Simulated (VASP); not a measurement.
A run of VASP 6.6.1:

The input INCAR:

```
SYSTEM = InP
PREC = Accurate
ENCUT = 520
EDIFF = 1E-7
ISMEAR = 0
SIGMA = 0.02
LREAL = Auto
LASPH = .TRUE.
NELM = 100
ALGO = Fast
ISIF = 2
LWAVE = .FALSE.
LCHARG = .FALSE.
GGA = PE
NBANDS = 166
```

Contents of KPOINTS:

```
Automatic mesh
0
Gamma
  2 2 2
  0.5 0.5 0.5
```

The input POSCAR:

```
InP
1.0
    5.9600684138      5.9600684138      5.9600684138
   -5.9600684138     -5.9600684138      5.9600684138
    5.9600684138     -5.9600684138     -5.9600684138
In P
16 16
Direct
    0.0000000000      0.2500000000      0.7500000000
    0.2500000000      0.0000000000      0.7500000000
    0.0000000000      0.5000000000      0.5000000000
    0.2500000000      0.2500000000      0.5000000000
    0.5000000000      0.0000000000      0.5000000000
    0.5000000000      0.7500000000      0.7500000000
    0.7500000000      0.5000000000      0.7500000000
    0.0000000000      0.0000000000      0.0000000000
    0.0000000000      0.7500000000      0.2500000000
    0.2500000000      0.5000000000      0.2500000000
    0.5000000000      0.2500000000      0.2500000000
    0.7500000000      0.0000000000      0.2500000000
    0.7500000000      0.7500000000      0.5000000000
    0.2500000000      0.7500000000      0.0000000000
    0.5000000000      0.5000000000      0.0000000000
    0.7500000000      0.2500000000      0.0000000000
    0.2500000000      0.2500000000      0.7500000000
    0.5000000000      0.0000000000      0.7500000000
    0.2500000000      0.5000000000      0.5000000000
    0.5000000000      0.2500000000      0.5000000000
    0.7500000000      0.0000000000      0.5000000000
    0.7500000000      0.7500000000      0.7500000000
    0.0000000000      0.5000000000      0.7500000000
    0.2500000000      0.0000000000      0.0000000000
    0.2500000000      0.7500000000      0.2500000000
    0.5000000000      0.5000000000      0.2500000000
    0.7500000000      0.2500000000      0.2500000000
    0.0000000000      0.0000000000      0.2500000000
    0.0000000000      0.7500000000      0.5000000000
    0.5000000000      0.7500000000      0.0000000000
    0.7500000000      0.5000000000      0.0000000000
    0.0000000000      0.2500000000      0.0000000000
```

Potentials or basis: VASP PAW PBE potentials, release 64 (In_d, P).

The run is started by

```sh
$ cat potpaw_PBE.64/In_d/POTCAR potpaw_PBE.64/P/POTCAR > POTCAR
$ mpirun -np 1 vasp_std > vasp.out
```

Hardware: 1 thread of Intel(R) Xeon(R) Platinum 8259CL CPU @ 2.50GHz (Skylake/Cascade Lake) (shared host).

Question: Estimate the wall time of this run.

Answer: Run time: 14 min on 1 thread of Intel(R) Xeon(R) Platinum 8259CL CPU @ 2.50GHz (Skylake/Cascade Lake), with other jobs on the host, peak memory 1 GiB. Counts: scf iterations 25, k points 2.
